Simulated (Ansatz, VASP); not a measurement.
# Ta2CoO6 in two plane-wave programs

Wanted: the spread between two codes on one cell, functional and k mesh. The cell comes out of the VASP series on this material, whose earlier steps may have relaxed, scaled or displaced it; both programs get it as it stands.

Method: plane waves, with VASP 6.6.1 beside it; band structure at LDA, DFT+U and single point at LDA, DFT+U, in Ansatz 0.2.0.

### Step 1. Set-up

The structure is tetragonal, space group P4_2/mnm (No. 136). The conventional cell has a = 4.701 Å, b = 4.701 Å, c = 9.013 Å, α = 90.00°, β = 90.00°, γ = 90.00°. Nearest to Ta lie 6 O at 1.96 to 1.99 Å. Nearest to Co lie 6 O at 2.04 to 2.07 Å. Nearest to O lie 2 Ta at 1.99 Å and 1 Co at 2.04 Å. Nearest to O lie 2 Ta at 1.96 to 1.97 Å and 1 Co at 2.07 Å. Farther neighbours and most contacts between anions are not listed.

### Step 2. VASP: band structure, LDA, DFT+U

Levels along a path test the potential and the projectors away from the mesh points.

Lines of VASP's logs that name or quote its potential files are left out, and so is its time.

Contents of INCAR:

```
SYSTEM = Ta2CoO6
PREC = Accurate
ENCUT = 520
EDIFF = 1E-06
NELM = 100
ISMEAR = 0
SIGMA = 0.05
LREAL = .FALSE.
ALGO = Normal
GGA = CA
NBANDS = 120
ISPIN = 2
MAGMOM = 0.026 0.026 0.026 0.026 2.689 2.689 0.029 0.029 0.029 0.029 0.035 0.035 0.035 0.035 0.035 0.035 0.035 0.035
LDAU = .TRUE.
LDAUTYPE = 2
LDAUL = -1 2 -1
LDAUU = 0 4 0
LDAUJ = 0 0 0
LDAUPRINT = 1
LASPH = .TRUE.
LMAXMIX = 4
LORBIT = 11
LWAVE = .FALSE.
LCHARG = .FALSE.
KPAR = 8
```

Contents of POSCAR:

```
Ta2CoO6
1.0
    4.7009886135      0.0000000000      0.0000000000
    0.0000000000      4.7009886135      0.0000000000
    0.0000000000      0.0000000000      9.0130363891
Ta Co O
4 2 12
Direct
    0.0000000000      0.0000000000      0.3307636341
    0.5000000000      0.5000000000      0.8307636341
    0.5000000000      0.5000000000      0.1692363659
    0.0000000000      0.0000000000      0.6692363659
    0.0000000000      0.0000000000      0.0000000000
    0.5000000000      0.5000000000      0.5000000000
    0.3074331901      0.3074331901      0.0000000000
    0.1925668099      0.8074331901      0.5000000000
    0.6925668099      0.6925668099      0.0000000000
    0.8074331901      0.1925668099      0.5000000000
    0.2966403633      0.2966403633      0.3267850621
    0.2033596367      0.7966403633      0.8267850621
    0.7033596367      0.7033596367      0.3267850621
    0.7966403633      0.2033596367      0.8267850621
    0.7966403633      0.2033596367      0.1732149379
    0.7033596367      0.7033596367      0.6732149379
    0.2033596367      0.7966403633      0.1732149379
    0.2966403633      0.2966403633      0.6732149379
```

Contents of KPOINTS:

```
Automatic mesh
0
Gamma
5 5 3
0 0 0
```

Contents of KPOINTS_OPT:

```
Line mode
12
Line-mode
Reciprocal
  0.00000000   0.00000000   0.00000000 GAMMA
  0.00000000   0.50000000   0.00000000 X

  0.00000000   0.50000000   0.00000000 X
  0.50000000   0.50000000   0.00000000 M

  0.50000000   0.50000000   0.00000000 M
  0.00000000   0.00000000   0.00000000 GAMMA

  0.00000000   0.00000000   0.00000000 GAMMA
  0.00000000   0.00000000   0.50000000 Z

  0.00000000   0.00000000   0.50000000 Z
  0.00000000   0.50000000   0.50000000 R

  0.00000000   0.50000000   0.50000000 R
  0.50000000   0.50000000   0.50000000 A

  0.50000000   0.50000000   0.50000000 A
  0.00000000   0.00000000   0.50000000 Z

  0.00000000   0.50000000   0.00000000 X
  0.00000000   0.50000000   0.50000000 R

  0.50000000   0.50000000   0.00000000 M
  0.50000000   0.50000000   0.50000000 A
```

The projector-augmented-wave data sets are Ta_pv, Co and O (LDA family, release 64).

Started as:

```sh
mpirun -np 8 vasp_std
```

Numbers of over 12 decimals in the logs are rounded to 6 here.

Output:

```text
[banner, memory and clock lines left out]
running    8 mpi-ranks, on    1 nodes
 distrk:  each k-point on    1 cores,    8 groups
 distr:  one band on    1 cores,    1 groups

 POSCAR found type information on POSCAR TaCoO
 POSCAR found :  3 types and      18 ions
|                                                                             |
|           W    W    AA    RRRRR   N    N  II  N    N   GGGG   !!!           |
|           W    W   A  A   R    R  NN   N  II  NN   N  G    G  !!!           |
|           W    W  A    A  R    R  N N  N  II  N N  N  G       !!!           |
|           W WW W  AAAAAA  RRRRR   N  N N  II  N  N N  G  GGG   !            |
|           WW  WW  A    A  R   R   N   NN  II  N   NN  G    G                |
|           W    W  A    A  R    R  N    N  II  N    N   GGGG   !!!           |
|                                                                             |
|     For optimal performance we recommend to set                             |
|       NCORE = 2 up to number-of-cores-per-socket                            |
|     NCORE specifies how many cores store one orbital (NPAR=cpu/NCORE).      |
|     This setting can greatly improve the performance of VASP for DFT.       |
|     The default, NCORE=1 might be grossly inefficient on modern             |
|     multi-core architectures or massively parallel machines. Do your        |
|     Unfortunately you need to use the default for GW and RPA                |
|     calculations (for HF NCORE is supported but not extensively tested      |
|     yet).                                                                   |
|                                                                             |

|                                                                             |
|               ----> ADVICE to this user running VASP <----                  |
|                                                                             |
|     You have a (more or less) 'large supercell' and for larger cells it     |
|     might be more efficient to use real-space projection operators.         |
|     Therefore, try LREAL= Auto in the INCAR file.                           |
|     Mind: For very accurate calculation, you might also keep the            |
|     reciprocal projection scheme (i.e. LREAL=.FALSE.).                      |
|                                                                             |

 LDA part: xc-table for (Slater(with rela. corr.)+CA(PZ))
 , standard interpolation
 POSCAR, INCAR and KPOINTS ok, starting setup
 FFT: planning ... GRIDC
 FFT: planning ... GRID_SOFT
 FFT: planning ... GRID
 WAVECAR not read
 entering main loop
       N       E                     dE             d eps       ncg     rms          rms(c)
DAV:   1     0.147227389160E+04    0.14723E+04   -0.60912E+04  5768   0.120E+03
DAV:   2    -0.199915250443E+02   -0.14923E+04   -0.13526E+04  6048   0.374E+02
DAV:   3    -0.199859311512E+03   -0.17987E+03   -0.16923E+03  6352   0.136E+02
DAV:   4    -0.206069479912E+03   -0.62102E+01   -0.61353E+01  6672   0.273E+01
DAV:   5    -0.206182620243E+03   -0.11314E+00   -0.11295E+00  8296   0.361E+00    0.785E+01
DAV:   6    -0.177420062513E+03    0.28763E+02   -0.78274E+01  8304   0.556E+01    0.445E+01
DAV:   7    -0.175917731133E+03    0.15023E+01   -0.21095E+01  7800   0.525E+01    0.309E+01
DAV:   8    -0.176336106787E+03   -0.41838E+00   -0.40282E+00  7688   0.891E+00    0.131E+01
DAV:   9    -0.176211002808E+03    0.12510E+00   -0.54822E-01  8200   0.871E+00    0.303E+00
DAV:  10    -0.176265310468E+03   -0.54308E-01   -0.29101E-01  7720   0.181E+00    0.789E-01
DAV:  11    -0.176271653846E+03   -0.63434E-02   -0.16574E-02  7336   0.888E-01    0.496E-01
DAV:  12    -0.176276190020E+03   -0.45362E-02   -0.32287E-03  7608   0.375E-01    0.230E-01
DAV:  13    -0.176277106627E+03   -0.91661E-03   -0.16494E-03  7520   0.273E-01    0.998E-02
DAV:  14    -0.176277321924E+03   -0.21530E-03   -0.39668E-04  7456   0.993E-02    0.538E-02
DAV:  15    -0.176277383288E+03   -0.61364E-04   -0.10193E-04  7232   0.504E-02    0.306E-02
DAV:  16    -0.176277391128E+03   -0.78399E-05   -0.16200E-05  7576   0.309E-02    0.140E-02
DAV:  17    -0.176277392434E+03   -0.13061E-05   -0.33479E-06  5968   0.846E-03    0.673E-03
DAV:  18    -0.176277392544E+03   -0.11038E-06   -0.67369E-07  3920   0.452E-03
   1 F= -.17627739E+03 E0= -.17627739E+03  d E =-.596547E-16  mag=     6.0000
 Start KPOINTS_OPT (optional k-point list driver)
k-point batch [1-12\108]
       N       E                     dE             ncg
DAV:   1     0.610848609514E+04   -0.10844E+05     5760
DAV:   2    -0.107465269724E+05   -0.16855E+05     6008
DAV:   3    -0.127259932390E+05   -0.19795E+04     6424
DAV:   4    -0.128004759046E+05   -0.74483E+02     6912
DAV:   5    -0.128017181205E+05   -0.12422E+01     8232
DAV:   6    -0.128017450811E+05   -0.26961E-01     6936
DAV:   7    -0.128017465535E+05   -0.14723E-02     8584
DAV:   8    -0.128017465652E+05   -0.11771E-04     6328
DAV:   9    -0.128017465654E+05   -0.15044E-06     5064
[...]
k-point batch [97-108\108]
       N       E                     dE             ncg
DAV:   1     0.621938673858E+04   -0.41902E+05     5760
DAV:   2    -0.107126263839E+05   -0.16932E+05     6032
DAV:   3    -0.127003506307E+05   -0.19877E+04     6384
DAV:   4    -0.127753823912E+05   -0.75032E+02     6720
DAV:   5    -0.127766248447E+05   -0.12425E+01     8200
DAV:   6    -0.127766487058E+05   -0.23861E-01     6784
DAV:   7    -0.127766498805E+05   -0.11747E-02     8392
DAV:   8    -0.127766498900E+05   -0.94697E-05     6312
DAV:   9    -0.127766498901E+05   -0.12379E-06     4872
```

Parts of OUTCAR (step 2):

```text
ion  position               nearest neighbor table
   1  0.000  0.000  0.331-  15 1.96  17 1.96  11 1.97  13 1.97   8 1.99  10 1.99   5 2.98   4 3.05

  LATTYP: Found a simple tetragonal cell.
 ALAT       =     4.7009886135
 C/A-ratio  =     1.9172640332

 Subroutine GETGRP returns: Found 16 space group operations
 (whereof  8 operations were pure point group operations)

The static configuration has the point symmetry D_2h.
 The point group associated with its full space group is D_4h.

 Found     12 irreducible k-points:

   k-points           NKPTS =     12   k-points in BZ     NKDIM =     12   number of bands    NBANDS=    120

   dimension x,y,z NGX =    36 NGY =   36 NGZ =   70
   dimension x,y,z NGXF=    72 NGYF=   72 NGZF=  140

   ENCUT  =  520.0 eV  38.22 Ry    6.18 a.u.   8.74  8.74 16.76*2*pi/ulx,y,z

   NELECT =     134.0000    total number of electrons

 k-points in reciprocal lattice and weights: Automatic mesh
   0.00000000  0.00000000  0.00000000       0.013
   0.20000000  0.00000000  0.00000000       0.053
   0.40000000  0.00000000  0.00000000       0.053
   0.20000000  0.20000000  0.00000000       0.053
   0.40000000  0.20000000  0.00000000       0.107
   0.40000000  0.40000000  0.00000000       0.053
   0.00000000  0.00000000  0.33333333       0.027
   0.20000000  0.00000000  0.33333333       0.107
   0.40000000  0.00000000  0.33333333       0.107
   0.20000000  0.20000000  0.33333333       0.107
   0.40000000  0.20000000  0.33333333       0.213
   0.40000000  0.40000000  0.33333333       0.107

atom =   5  type =  2  l = 2

 onsite density matrix

spin component  1

  0.9931  0.0000 -0.0266  0.0000 -0.0000
  0.0000  0.9924  0.0000 -0.0244  0.0000
 -0.0266  0.0000  0.9839  0.0000 -0.0000
  0.0000 -0.0244  0.0000  0.9924  0.0000
 -0.0000  0.0000 -0.0000  0.0000  0.9697

spin component  2

  0.5934  0.0000  0.3935  0.0000  0.0000
  0.0000  0.5597  0.0000  0.3985  0.0000
  0.3935  0.0000  0.5031  0.0000  0.0000
  0.0000  0.3985  0.0000  0.5597  0.0000
  0.0000  0.0000  0.0000  0.0000  0.0438

 occupancies and eigenvectors

  o =  0.0438  v =  0.0000  0.0000  0.0000  0.0000  0.0000  0.0000  0.0000 -0.0000 -0.0000  1.0000      0.0000  0.0000  0.0000  0.0000  0.0000  0.0000  0.0000  0.0000  0.0000  0.0000
  o =  0.1522  v =  0.0000  0.0000  0.0000  0.0000  0.0000 -0.6656  0.0000  0.7463 -0.0000  0.0000      0.0000  0.0000  0.0000  0.0000  0.0000  0.0000  0.0000  0.0000  0.0000  0.0000
  o =  0.1613  v =  0.0000  0.0000  0.0000  0.0000  0.0000  0.0000  0.7071 -0.0000 -0.7071 -0.0000      0.0000  0.0000  0.0000  0.0000  0.0000  0.0000  0.0000  0.0000  0.0000  0.0000
  o =  0.9444  v =  0.0000  0.0000  0.0000  0.0000  0.0000 -0.7463 -0.0000 -0.6656 -0.0000 -0.0000      0.0000  0.0000  0.0000  0.0000  0.0000  0.0000  0.0000  0.0000  0.0000  0.0000
  o =  0.9582  v =  0.0000  0.0000  0.0000  0.0000  0.0000 -0.0000  0.7071 -0.0000  0.7071 -0.0000      0.0000  0.0000  0.0000  0.0000  0.0000  0.0000  0.0000  0.0000  0.0000  0.0000
  o =  0.9615  v = -0.6444 -0.0000 -0.7647  0.0000 -0.0000  0.0000  0.0000  0.0000  0.0000  0.0000      0.0000  0.0000  0.0000  0.0000  0.0000  0.0000  0.0000  0.0000  0.0000  0.0000
  o =  0.9680  v =  0.0000 -0.7071  0.0000 -0.7071  0.0000  0.0000  0.0000  0.0000  0.0000  0.0000      0.0000  0.0000  0.0000  0.0000  0.0000  0.0000  0.0000  0.0000  0.0000  0.0000
  o =  0.9697  v = -0.0000  0.0000 -0.0000  0.0000  1.0000  0.0000  0.0000  0.0000  0.0000  0.0000      0.0000  0.0000  0.0000  0.0000  0.0000  0.0000  0.0000  0.0000  0.0000  0.0000
  o =  1.0155  v = -0.7647 -0.0000  0.6444  0.0000 -0.0000  0.0000  0.0000  0.0000  0.0000  0.0000      0.0000  0.0000  0.0000  0.0000  0.0000  0.0000  0.0000  0.0000  0.0000  0.0000
  o =  1.0168  v =  0.0000 -0.7071  0.0000  0.7071  0.0000  0.0000  0.0000  0.0000  0.0000  0.0000      0.0000  0.0000  0.0000  0.0000  0.0000  0.0000  0.0000  0.0000  0.0000  0.0000

atom =   6  type =  2  l = 2

 onsite density matrix

spin component  1

  0.9931  0.0000  0.0266  0.0000  0.0000
  0.0000  0.9924  0.0000  0.0244  0.0000
  0.0266  0.0000  0.9839  0.0000  0.0000
  0.0000  0.0244  0.0000  0.9924  0.0000
  0.0000  0.0000  0.0000  0.0000  0.9697

spin component  2

  0.5934  0.0000 -0.3935  0.0000 -0.0000
  0.0000  0.5597  0.0000 -0.3985  0.0000
 -0.3935  0.0000  0.5031  0.0000 -0.0000
  0.0000 -0.3985  0.0000  0.5597  0.0000
 -0.0000  0.0000 -0.0000  0.0000  0.0438

 occupancies and eigenvectors

  o =  0.0438  v =  0.0000  0.0000  0.0000  0.0000  0.0000 -0.0000  0.0000 -0.0000  0.0000 -1.0000      0.0000  0.0000  0.0000  0.0000  0.0000  0.0000  0.0000  0.0000  0.0000  0.0000
  o =  0.1522  v =  0.0000  0.0000  0.0000  0.0000  0.0000 -0.6656  0.0000 -0.7463  0.0000  0.0000      0.0000  0.0000  0.0000  0.0000  0.0000  0.0000  0.0000  0.0000  0.0000  0.0000
  o =  0.1613  v =  0.0000  0.0000  0.0000  0.0000  0.0000  0.0000  0.7071  0.0000  0.7071  0.0000      0.0000  0.0000  0.0000  0.0000  0.0000  0.0000  0.0000  0.0000  0.0000  0.0000
[...]
67       2.1999      1.00000
     68       2.8802      1.00000
     69       3.1876      1.00000
     70       3.1876      1.00000
     71       5.9187      0.00000
     72       6.1210      0.00000
     73       6.8013      0.00000
     74       6.8832      0.00000
     75       7.0406      0.00000
    ...

 k-point     2 :       0.2000    0.0000    0.0000
  band No.  band energies     occupation
    ...
     66       2.1896      1.00000
     67       2.7163      1.00000
     68       2.8509      1.00000
     69       2.8968      1.00000
     70       3.0463      1.00000
     71       5.9140      0.00000
     72       6.2454      0.00000
     73       6.7007      0.00000
     74       6.9356      0.00000
     75       7.0646      0.00000
    ...

 k-point     3 :       0.4000    0.0000    0.0000
  band No.  band energies     occupation
    ...
     66       2.2830      1.00000
     67       2.7780      1.00000
     68       2.8083      1.00000
     69       2.8293      1.00000
     70       3.1013      1.00000
     71       6.0777      0.00000
     72       6.4605      0.00000
     73       6.4853      0.00000
     74       6.6667      0.00000
     75       7.0600      0.00000
    ...

 k-point     4 :       0.2000    0.2000    0.0000
  band No.  band energies     occupation
    ...
     66       2.1801      1.00000
     67       2.5584      1.00000
     68       2.7590      1.00000
     69       2.8894      1.00000
     70       3.0045      1.00000
     71       6.0372      0.00000
     72       6.3645      0.00000
     73       6.7537      0.00000
     74       6.8426      0.00000
     75       7.0152      0.00000
    ...

 k-point     5 :       0.4000    0.2000    0.0000
  band No.  band energies     occupation
    ...
     66       2.1388      1.00000
     67       2.6151      1.00000
     68       2.8683      1.00000
     69       2.9571      1.00000
     70       2.9856      1.00000
     71       6.2925      0.00000
     72       6.5445      0.00000
     73       6.5676      0.00000
     74       6.7805      0.00000
     75       7.0182      0.00000
    ...

 k-point     6 :       0.4000    0.4000    0.0000
  band No.  band energies     occupation
    ...
     66       2.1814      1.00000
     67       2.2526      1.00000
     68       2.5474      1.00000
     69       3.0592      1.00000
     70       3.0949      1.00000
     71       6.7062      0.00000
     72       6.7391      0.00000
     73       6.8209      0.00000
     74       7.0084      0.00000
     75       7.0216      0.00000
    ...

 spin component 2
 k-point     1 :       0.0000    0.0000    0.0000
  band No.  band energies     occupation
    ...
     60       2.6127      1.00000
     61       2.7731      1.00000
     62       2.9149      1.00000
     63       3.1163      1.00000
     64       3.1163      1.00000
     65       5.7857      0.00000
     66       5.9382      0.00000
     67       6.0490      0.00000
     68       6.0572      0.00000
     69       6.0847      0.00000
    ...

  Total       -0.0074559     -0.0074559     -0.0546577      0.0000000      0.0000000      0.0000000
  in kB       -0.0599740     -0.0599740     -0.4396557      0.0000000      0.0000000      0.0000000
  external PRESSURE =      -0.1865346 kB  Pullay stress =       0.0000000 kB

  energy-cutoff  :      520.00
  volume of cell :      199.18
      direct lattice vectors                 reciprocal lattice vectors
     4.700988613  0.000000000  0.000000000     0.212721213  0.000000000  0.000000000
     0.000000000  4.700988613  0.000000000     0.000000000  0.212721213  0.000000000
     0.000000000  0.000000000  9.013036389     0.000000000  0.000000000  0.110950401

 POSITION                                       TOTAL-FORCE (eV/Angst)
 -----------------------------------------------------------------------------------
      0.00000      0.00000      2.98118         0.000000     -0.000000     -0.001832
      2.35049      2.35049      7.48770         0.000000     -0.000000     -0.001832
      2.35049      2.35049      1.52533         0.000000     -0.000000      0.001832
      0.00000      0.00000      6.03185         0.000000     -0.000000      0.001832
      0.00000      0.00000      0.00000         0.000000     -0.000000      0.000000
      2.35049      2.35049      4.50652         0.000000     -0.000000      0.000000
      1.44524      1.44524      0.00000         0.002625      0.002625      0.000000
      0.90525      3.79573      4.50652        -0.002625      0.002625      0.000000
      3.25575      3.25575      0.00000        -0.002625     -0.002625      0.000000
      3.79573      0.90525      4.50652         0.002625     -0.002625      0.000000
      1.39450      1.39450      2.94533        -0.001665     -0.001665     -0.003080
      0.95599      3.74500      7.45184         0.001665     -0.001665     -0.003080
      3.30649      3.30649      2.94533         0.001665      0.001665     -0.003080
      3.74500      0.95599      7.45184        -0.001665      0.001665     -0.003080
      3.74500      0.95599      1.56119        -0.001665      0.001665      0.003080
      3.30649      3.30649      6.06771         0.001665      0.001665      0.003080
      0.95599      3.74500      1.56119         0.001665     -0.001665      0.003080
      1.39450      1.39450      6.06771        -0.001665     -0.001665      0.003080
 -----------------------------------------------------------------------------------
    total drift:                               -0.000000      0.000000     -0.000000

  FREE ENERGIE OF THE ION-ELECTRON SYSTEM (eV)
  ---------------------------------------------------
  free  energy   TOTEN  =      -176.2773925441 eV

  energy  without entropy=     -176.2773925441  energy(sigma->0) =     -176.27739254

 total charge
# of ion       s       p       d       tot
------------------------------------------
    1        0.364   6.380   2.132   8.876
    2        0.364   6.380   2.132   8.876
    3        0.364   6.380   2.132   8.876
    4        0.364   6.380   2.132   8.876
    5        0.310   0.418   7.164   7.892
    6        0.310   0.418   7.164   7.892
    7        1.555   3.502   0.000   5.058
    8        1.555   3.502   0.000   5.058
    9        1.555   3.502   0.000   5.058
   10        1.555   3.502   0.000   5.058
   11        1.555   3.524   0.000   5.079
   12        1.555   3.524   0.000   5.079
   13        1.555   3.524   0.000   5.079
   14        1.555   3.524   0.000   5.079
   15        1.555   3.524   0.000   5.079
   16        1.555   3.524   0.000   5.079
   17        1.555   3.524   0.000   5.079
   18        1.555   3.524   0.000   5.079
--------------------------------------------------
tot         20.735  68.561  22.855 112.152

 magnetization (x)
# of ion       s       p       d       tot
------------------------------------------
    1        0.000   0.001   0.024   0.026
    2        0.000   0.001   0.024   0.026
    3        0.000   0.001   0.024   0.026
    4        0.000   0.001   0.024   0.026
    5        0.009   0.011   2.669   2.689
    6        0.009   0.011   2.669   2.689
    7        0.004   0.025   0.000   0.029
    8        0.004   0.025   0.000   0.029
    9        0.004   0.025   0.000   0.029
   10        0.004   0.025   0.000   0.029
   11        0.004   0.032   0.000   0.035
   12        0.004   0.032   0.000   0.035
   13        0.004   0.032   0.000   0.035
   14        0.004   0.032   0.000   0.035
   15        0.004   0.032   0.000   0.035
   16        0.004   0.032   0.000   0.035
   17        0.004   0.032   0.000   0.035
   18        0.004   0.032   0.000   0.035
--------------------------------------------------
tot          0.066   0.379   5.435   5.881

[... 5 further parts left out ...]
```

Spin-orbit coupling is off here; with elements this heavy it splits and shifts levels by tenths of an eV or more. Direct gaps are counted within one spin.

(Part 1 of 3 ends here.)

[Lines on the potential files, build, host, timing and source positions are cut from VASP's logs without a mark.]

[Logs are printed without paths, hosts, clocks, repeated set-up lines and the standing remarks that a program may print on its own settings, such as how far it seeks lower states.]

[Hosts, paths, dates, database ids (printed as entryN), source tags and the programs' standing remarks are cut or masked in the printed files.]
